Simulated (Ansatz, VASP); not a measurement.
## CaRuO: VASP beside Ansatz

INCAR

```
PREC = Accurate ; ENCUT = 520
EDIFF = 1E-7 ; ISMEAR = 0
SIGMA = 0.1 ; LREAL = False
LASPH = True ; NELM = 150
ALGO = Normal ; ISIF = 2
LWAVE = False ; LCHARG = True
ISPIN = 2 ; MAGMOM = 0 1 0
LORBIT = 11 ; LMAXMIX = 4
GGA = PE ; LELF = True
LVHAR = True ; NBANDS = 26
```

Contents of KPOINTS:

```
regular mesh
0
Gamma
  6 6 4
```

POSCAR

```
CaRuO
1.0
    3.8204056800      0.0000000000      0.0000000000
   -1.9102028400      3.3085683700      0.0000000000
    0.0000000000      0.0000000000      4.0999348200
Ca Ru O
1 1 1
Direct
    0.6666666700      0.3333333300      0.0000000000
    0.3333333300      0.6666666700      0.5000000000
    0.0000000000      0.0000000000      0.5000000000
```

Input for Ansatz:

```yaml
crystal:
  lattice:
    - [3.82040568, 0.0, 0.0]
    - [-1.91020284, 3.30856837, 0.0]
    - [0.0, 0.0, 4.09993482]
  atoms:
    - { symbol: Ca, position: [0.66666667, 0.33333333, 0.0] }
    - { symbol: Ru, position: [0.33333333, 0.66666667, 0.5], spin: 1.0 }
    - { symbol: O, position: [0.0, 0.0, 0.5] }
basis:
  ecutwfc: 420
kpoints:
  mp_grid: { grid: [6, 6, 4] }
hamiltonian:
  xc: pbe
scf:
  occupations: { method: gaussian, width: 0.1 }
  lower_state_search: "off"
output:
  forces: true
  stress: true
  eigenvalues: true
  populations: true
magnetization:
  spin_polarized: true
```

Change from the starting cell: species swapped into the CaGaSi type (P-6m2, No. 187).

Alike in both runs: task single point; functional PBE; k mesh 6 × 6 × 4; occupations gaussian, width 0.1 eV; collinear spin.

```csv
,VASP,Ansatz
version,VASP 6.6.1,Ansatz 0.2.0
potentials or method,"VASP PAW PBE potentials, release 64 (Ca_sv, Ru_pv, O)","scalar-relativistic, plane waves, PAW"
plane-wave cutoff (eV),520,420
valence electrons in the cell,30,32
```

|  | VASP | Ansatz | Ansatz less VASP |
| --- | --- | --- | --- |
| gap on the k mesh at the Fermi level (eV) | none | none | - |
| pressure (GPa) | -6.0 | -6.1 | -0.12 |
| largest component of the traceless stress (GPa) | 5.19 | 5.23 | +0.038 |
| net moment per atom (μB) | 0.50 | 0.50 | -0.001 |
| size of the moment on the site where the two differ most (μB) | 1.28 | 1.03 | -0.248 |

Site moments also hang on the region over which each program counts them. A gap of «none» marks a metal or a gap that the smearing closes. The two sets of potentials don't hold the same shells in valence.

Caveats: the k mesh is coarse (spacing up to 0.38 Å⁻¹), so the values aren't converged.
